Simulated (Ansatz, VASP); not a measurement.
# Cross-check of PtSe2 between VASP and Ansatz

One calculation is typed for both programs; each brings its own data sets. How far apart do they land? The cell is taken from a series of runs on this material, whose earlier steps may have relaxed, scaled, displaced or heated it; both programs get it as it stands. Other levels of theory on this material are compared in a session of their own.

Program: Ansatz 0.2.0. Level of theory: plane waves, with VASP 6.6.1 beside it; single point at PBE, spin-orbit coupling. Results are calculated unless marked as measured.

## (1) Starting point

The cell holds 6 atoms: 2 Pt and 4 Se. Cell: a = 3.722 Å, b = 3.722 Å, c = 39.000 Å, α = 90.0°, β = 90.0°, γ = 120.0°. Vacuum lies along c.

## (2) VASP: single point, PBE, spin-orbit coupling

With cell and atoms fixed, the geometry can't cause a difference; cores, projectors, grids and the points listed under the comparison can.

Lines of VASP's logs that name or quote its potential files are left out, and so is its time.

INCAR reads:

```
SYSTEM = PtSe2
PREC = Accurate
ENCUT = 400
EDIFF = 1E-06
NELM = 200
ISMEAR = -1
SIGMA = 0.02
LREAL = .FALSE.
ALGO = Normal
GGA = PE
LNONCOLLINEAR = .TRUE.
MAGMOM = 0 0 0 0 0 0 0 0 0 0 0 0 0 0 0 0 0 0
NBANDS = 56
GGA_COMPAT = .FALSE.
LASPH = .TRUE.
LSORBIT = .TRUE.
LMAXMIX = 4
LORBIT = 11
LWAVE = .FALSE.
LCHARG = .FALSE.
ISIF = 2
LDIPOL = .TRUE.
IDIPOL = 3
DIPOL = 0.5 0.5 0.5
LVHAR = .TRUE.
EFERMI = MIDGAP
NELMDL = -8
KPAR = 2
```

POSCAR reads:

```
PtSe2
1.0
    3.7215305215      0.0000000000      0.0000000000
   -1.8607652608      3.2229399726      0.0000000000
    0.0000000000      0.0000000000     39.0000000000
Pt Se
2 4
Direct
    0.0000000000      0.0000000000      0.4328472593
    0.3333333333      0.6666666667      0.5671668297
    0.3333333333      0.6666666667      0.4662618763
    0.6666666667      0.3333333333      0.3989629108
    0.0000000000      0.0000000000      0.6010370892
    0.6666666667      0.3333333333      0.5335458039
```

KPOINTS reads:

```
Automatic mesh
0
Gamma
6 6 1
0 0 0
```

Potentials, in the order of the species: Pt and Se (PBE family, release 64).

Run with:

```
$ mpirun -np 2 vasp_ncl
```

Numbers of over 12 decimals in the logs are rounded to 6 here.

The program printed:

```text
[banner, memory and clock lines left out]
running    2 mpi-ranks, on    1 nodes
 distrk:  each k-point on    1 cores,    2 groups
 distr:  one band on    1 cores,    1 groups

 POSCAR found type information on POSCAR PtSe
 POSCAR found :  2 types and       6 ions
 LDA part: xc-table for (Slater+PW92), standard interpolation
 POSCAR, INCAR and KPOINTS ok, starting setup
 FFT: planning ... GRIDC
 FFT: planning ... GRID_SOFT
 FFT: planning ... GRID
 WAVECAR not read
 entering main loop
       N       E                     dE             d eps       ncg     rms          rms(c)
DAV:   1     0.332327572814E+03    0.33233E+03   -0.13132E+04  1168   0.956E+02
DAV:   2     0.143798667573E+02   -0.31795E+03   -0.30406E+03  1640   0.205E+02
DAV:   3    -0.298021884295E+02   -0.44182E+02   -0.43540E+02  1368   0.839E+01
DAV:   4    -0.309935370947E+02   -0.11913E+01   -0.11739E+01  1384   0.154E+01
DAV:   5    -0.310242318634E+02   -0.30695E-01   -0.30668E-01  1360   0.238E+00
DAV:   6    -0.310251433771E+02   -0.91151E-03   -0.91143E-03  1424   0.427E-01
DAV:   7    -0.310251803314E+02   -0.36954E-04   -0.36941E-04  1464   0.809E-02
DAV:   8    -0.310251817346E+02   -0.14032E-05   -0.14029E-05  1328   0.144E-02    0.196E+01
DAV:   9    -0.297087334293E+02    0.13164E+01   -0.91064E+00  1208   0.255E+01    0.118E+01
DAV:  10    -0.294060460627E+02    0.30269E+00   -0.27365E+00  1176   0.144E+01    0.593E+00
DAV:  11    -0.293413299216E+02    0.64716E-01   -0.22666E-01  1272   0.334E+00    0.200E+00
DAV:  12    -0.293054700765E+02    0.35860E-01   -0.92245E-02  1232   0.278E+00    0.440E-01
DAV:  13    -0.293066313571E+02   -0.11613E-02   -0.26186E-02  1216   0.105E+00    0.260E-01
DAV:  14    -0.293065749047E+02    0.56452E-04   -0.40766E-03  1264   0.480E-01    0.188E-01
[...]
DAV:  20    -0.293065799958E+02   -0.13058E-04   -0.15696E-06   944   0.614E-03    0.207E-03
DAV:  21    -0.293065882667E+02   -0.82709E-05   -0.55181E-07   856   0.320E-03    0.128E-03
DAV:  22    -0.293065951762E+02   -0.69095E-05   -0.20447E-07   792   0.164E-03    0.858E-04
DAV:  23    -0.293066062780E+02   -0.11102E-04   -0.44882E-07   816   0.187E-03    0.617E-04
DAV:  24    -0.293066120998E+02   -0.58218E-05   -0.24560E-07   824   0.120E-03    0.537E-04
DAV:  25    -0.293066151150E+02   -0.30152E-05   -0.63482E-08   768   0.771E-04    0.364E-04
DAV:  26    -0.293066178952E+02   -0.27802E-05   -0.96769E-08   768   0.778E-04    0.125E-04
DAV:  27    -0.293066186068E+02   -0.71165E-06   -0.14981E-08   736   0.444E-04
   1 F= -.29306619E+02 E0= -.29306619E+02  d E =-.354109E-09  mag=    -0.0000     0.0000     0.0000
```

From OUTCAR (step 2):

```text
ion  position               nearest neighbor table
   1  0.000  0.000  0.433-   3 2.51   3 2.51   3 2.51   4 2.52   4 2.52   4 2.52
   2  0.333  0.667  0.567-   6 2.52   6 2.52   6 2.52   5 2.52   5 2.52   5 2.52
   3  0.333  0.667  0.466-   1 2.51   1 2.51   1 2.51
   4  0.667  0.333  0.399-   1 2.52   1 2.52   1 2.52
   5  0.000  0.000  0.601-   2 2.52   2 2.52   2 2.52
   6  0.667  0.333  0.534-   2 2.52   2 2.52   2 2.52

  LATTYP: Found a hexagonal cell.
 ALAT       =     3.7215305215
 C/A-ratio  =    10.4795593573

 Subroutine GETGRP returns: Found  6 space group operations
 (whereof  6 operations were pure point group operations)

The static configuration has the point symmetry C_3v.

 Found     10 irreducible k-points:

   k-points           NKPTS =     10   k-points in BZ     NKDIM =     10   number of bands    NBANDS=     56

   dimension x,y,z NGX =    24 NGY =   24 NGZ =  256
   dimension x,y,z NGXF=    48 NGYF=   48 NGZF=  512

   ENCUT  =  400.0 eV  29.40 Ry    5.42 a.u.   6.07  6.07 63.60*2*pi/ulx,y,z

   NELECT =      44.0000    total number of electrons

 k-points in reciprocal lattice and weights: Automatic mesh
   0.00000000  0.00000000  0.00000000       0.028
   0.16666667 -0.00000000  0.00000000       0.083
  -0.16666667  0.00000000  0.00000000       0.083
   0.33333333 -0.00000000  0.00000000       0.083
  -0.33333333  0.00000000  0.00000000       0.083
   0.50000000 -0.00000000  0.00000000       0.083
   0.16666667  0.16666667  0.00000000       0.167
   0.33333333  0.16666667  0.00000000       0.167
  -0.33333333 -0.16666667  0.00000000       0.167
   0.33333333  0.33333333  0.00000000       0.056

 dipolmoment           0.000000      0.000000     -0.006615 electrons x Angstroem

 average (electrostatic) potential at core
       1 -76.9276       2 -77.0112       3 -60.9464       4 -60.8062       5 -60.9048
       6 -61.0306

 E-fermi :  -1.8003

 k-point     1 :       0.0000    0.0000    0.0000
  band No.  band energies     occupation
    ...
     40      -2.7982      1.00000
     41      -2.5460      1.00000
     42      -2.5460      1.00000
     43      -2.3147      1.00000
     44      -2.3147      1.00000
     45      -0.0689      0.00000
     46      -0.0689      0.00000
     47      -0.0223      0.00000
     48      -0.0223      0.00000
     49       0.2258      0.00000
    ...

 k-point     2 :       0.1667   -0.0000    0.0000
  band No.  band energies     occupation
    ...
     40      -2.9202      1.00000
     41      -2.7364      1.00000
     42      -2.7246      1.00000
     43      -2.2205      1.00000
     44      -2.2031      1.00000
     45      -1.1744      0.00000
     46      -1.1348      0.00000
     47      -0.8590      0.00000
     48      -0.8286      0.00000
     49      -0.3976      0.00000
    ...

 k-point     3 :      -0.1667    0.0000    0.0000
  band No.  band energies     occupation
    ...
     40      -2.9202      1.00000
     41      -2.7364      1.00000
     42      -2.7246      1.00000
     43      -2.2205      1.00000
     44      -2.2031      1.00000
     45      -1.1744      0.00000
     46      -1.1348      0.00000
     47      -0.8590      0.00000
     48      -0.8286      0.00000
     49      -0.3976      0.00000
    ...

  Total        2.3668050      2.3668050      1.6353400     -0.0000000      0.0000000     -0.0000000
  in kB        8.1065237      8.1065237      5.6011892     -0.0000000      0.0000000     -0.0000000
  external PRESSURE =       7.2714122 kB  Pullay stress =       0.0000000 kB

  energy-cutoff  :      400.00
  volume of cell :      467.78
      direct lattice vectors                 reciprocal lattice vectors
     3.721530522  0.000000000  0.000000000     0.268706650  0.155137857  0.000000000
    -1.860765261  3.222939973  0.000000000     0.000000000  0.310275714  0.000000000
     0.000000000  0.000000000 39.000000000     0.000000000  0.000000000  0.025641026

 POSITION                                       TOTAL-FORCE (eV/Angst)
 -----------------------------------------------------------------------------------
      0.00000      0.00000     16.88104        -0.000000      0.000000     -0.104959
     -0.00000      2.14863     22.11951        -0.000000      0.000000      0.103346
     -0.00000      2.14863     18.18421        -0.000000      0.000000     -0.024116
      1.86077      1.07431     15.55955         0.000000     -0.000000     -0.136717
      0.00000      0.00000     23.44045         0.000000      0.000000      0.137403
      1.86077      1.07431     20.80829        -0.000000     -0.000000      0.025043
 -----------------------------------------------------------------------------------
    total drift:                               -0.000000      0.000000     -0.000081

  FREE ENERGIE OF THE ION-ELECTRON SYSTEM (eV)
  ---------------------------------------------------
  free  energy   TOTEN  =       -29.3066186068 eV

  energy  without entropy=      -29.3066186065  energy(sigma->0) =      -29.30661861

 vacuum level on the upper side and lower side of the slab         2.852         2.952

 Spin-Orbit-Coupling matrix elements
 Ion:    1  E_soc:     -0.7333579
 Ion:    2  E_soc:     -0.7329015
 Ion:    3  E_soc:     -0.0306316
 Ion:    4  E_soc:     -0.0299415
 Ion:    5  E_soc:     -0.0300091
 Ion:    6  E_soc:     -0.0299250

 total charge
# of ion       s       p       d       tot
------------------------------------------
    1        0.679   0.710   7.982   9.371
    2        0.677   0.705   7.981   9.364
    3        1.483   2.240   0.064   3.788
    4        1.478   2.249   0.056   3.783
    5        1.478   2.249   0.056   3.782
    6        1.485   2.239   0.061   3.786
--------------------------------------------------
tot          7.281  10.393  16.200  33.873

 magnetization (x)
# of ion       s       p       d       tot
------------------------------------------
    1        0.000   0.000   0.000   0.000
    2       -0.000   0.000  -0.000  -0.000
    3        0.000   0.000   0.000   0.000
    4        0.000   0.000  -0.000   0.000
    5        0.000   0.000   0.000   0.000
    6        0.000  -0.000   0.000  -0.000
--------------------------------------------------
tot          0.000   0.000  -0.000   0.000

 magnetization (y)
# of ion       s       p       d       tot
------------------------------------------
    1        0.000   0.000   0.000   0.000
    2        0.000   0.000   0.000   0.000
    3        0.000   0.000   0.000   0.000
    4        0.000   0.000   0.000   0.000
    5        0.000   0.000   0.000   0.000
    6        0.000   0.000   0.000   0.000
--------------------------------------------------
tot          0.000   0.000   0.000   0.000

 magnetization (z)
# of ion       s       p       d       tot
------------------------------------------
    1        0.000   0.000   0.000   0.000
    2        0.000   0.000   0.000   0.000
    3       -0.000   0.000   0.000  -0.000
    4        0.000   0.000   0.000   0.000
    5        0.000   0.000   0.000   0.000
    6        0.000   0.000   0.000   0.000
--------------------------------------------------
tot          0.000   0.000   0.000   0.000

[... 3 further parts left out ...]
```

[end of part 1 of 2]

[Lines on the potential files, build, host, timing and source positions are cut from VASP's logs without a mark.]

[Logs are printed without paths, hosts, clocks, repeated set-up lines and the standing remarks that a program may print on its own settings, such as how far it seeks lower states.]

[Hosts, paths, dates, database ids (printed as entryN), source tags and the programs' standing remarks are cut or masked in the printed files.]
